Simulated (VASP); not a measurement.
Given:

```xyz
4
Lattice="2.2613 1.3056 7.3405 -2.2613 1.3056 7.3405 0.0000 -2.6111 7.3405" Properties=species:S:1:pos:R:3 pbc="T T T"
Mg     0.0000     0.0000    11.0309
Cd     0.0000     0.0000    22.0117
Te     0.0000     0.0000    19.2371
Te     0.0000     0.0000     8.2794
```

All values below come from LDA (Ceperley-Alder, Perdew-Zunger), VASP's LDA PAW potentials (set 64) (plane waves; VASP). Run with 400 eV cut-off, Gaussian smearing of 0.050 eV, potentials Mg Cd Te.

Unless said otherwise, spin-orbit coupling is left out, though it shifts the bands of the heavy elements here.

Problem. Give the energies of bands 8 to 16 at the high-symmetry points, in eV from the valence-band maximum.

Solution. 
```
band      Γ      T     H2      L     S0      F
----  -----  -----  -----  -----  -----  -----
8     -4.14  -2.94  -4.17  -4.08  -4.16  -4.38
9     -0.83  -2.16  -3.41  -3.38  -3.38  -3.71
10    -0.83  -0.72  -2.43  -2.13  -2.59  -1.74
11    -0.07  -0.72  -2.33  -1.86  -2.23  -1.70
12     0.00  -0.18  -1.32  -1.38  -1.41  -0.70
13     0.00  -0.18  -1.28  -1.18  -1.25  -0.70
14     1.31   2.21   3.06   3.08   3.03   2.14
15     2.54   2.95   3.62   3.20   4.10   2.45
16     4.85   5.29   5.03   4.70   4.56   3.11
```

The gap is direct, 1.31 eV, from the valence maximum at Γ to the conduction minimum at Γ.

The structure comes from a computed database's MgCdTe2 entry (R3m); how it stands against other phases isn't given here. It was relaxed first, which changed the volume by -6 %.
